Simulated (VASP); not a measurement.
Input:

```
CELL_PARAMETERS angstrom
      0.00000     3.26132     3.26132
      3.26132     0.00000     3.26132
      3.26132     3.26132     0.00000
ATOMIC_POSITIONS crystal
  Na 0.25000 0.25000 0.25000
  Na 0.75000 0.75000 0.75000
  S  0.00000 0.00000 0.00000
```

Computed with optB86b-vdW, VASP's PBE PAW potentials (set 64) (plane waves; VASP 6.6.1). Run with 520 eV cut-off, 5×5×5 Γ-centred mesh, Gaussian smearing of 0.050 eV, potentials Na_pv S.

Task: What does the run give for the energy per atom (σ→0), band gap (on the k-mesh) with the smallest direct gap where there is one?

Result: 
```yaml
band gap (on the k-mesh): 2.50 eV
smallest direct gap (on the k-mesh): 2.50 eV
energy per atom (σ→0): -1.426 eV/atom
```

Total energies compare only between runs with the same potentials, cut-off and functional.

The compound is Na2S in the antifluorite structure. It was relaxed first. The start is the result of an earlier pass.
